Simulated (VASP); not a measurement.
```
CELL_PARAMETERS angstrom
      3.13923     0.00000     0.00000
      0.00000     3.13923     0.00000
      0.00000     0.00000     3.13923
ATOMIC_POSITIONS crystal
  Zn 0.50000 0.50000 0.50000
  Au 0.00000 0.00000 0.00000
```

These are PBE GGA with D3 dispersion (Becke-Johnson damping), VASP's PBE PAW potentials (set 64) (plane waves; VASP) values and carry that method's errors. Run with 520 eV cut-off, Gaussian smearing of 0.050 eV, potentials Zn Au.

Q: Give the energies of bands 6 to 14 at the high-symmetry points, in eV from the Fermi level.

A: 
| band | Γ | X | M | R |
|---|---|---|---|---|
| 6 | -7.47 | -7.31 | -6.45 | -6.50 |
| 7 | -5.48 | -5.86 | -5.10 | -6.50 |
| 8 | -5.48 | -5.49 | -4.12 | -6.50 |
| 9 | -3.78 | -4.97 | -4.12 | -3.14 |
| 10 | -3.78 | -4.97 | -3.19 | -3.14 |
| 11 | -3.78 | -3.94 | -2.02 | 1.41 |
| 12 | 5.00 | -2.40 | -2.02 | 3.63 |
| 13 | 5.00 | 10.42 | 0.85 | 3.75 |
| 14 | 5.00 | 11.18 | 2.53 | 3.75 |

It has no gap at this level: it comes out as a metal or semimetal.

The compound is AuZn in the CsCl type structure. It was relaxed first. The electron count is odd and the run is not spin-polarised, which forces a metal.
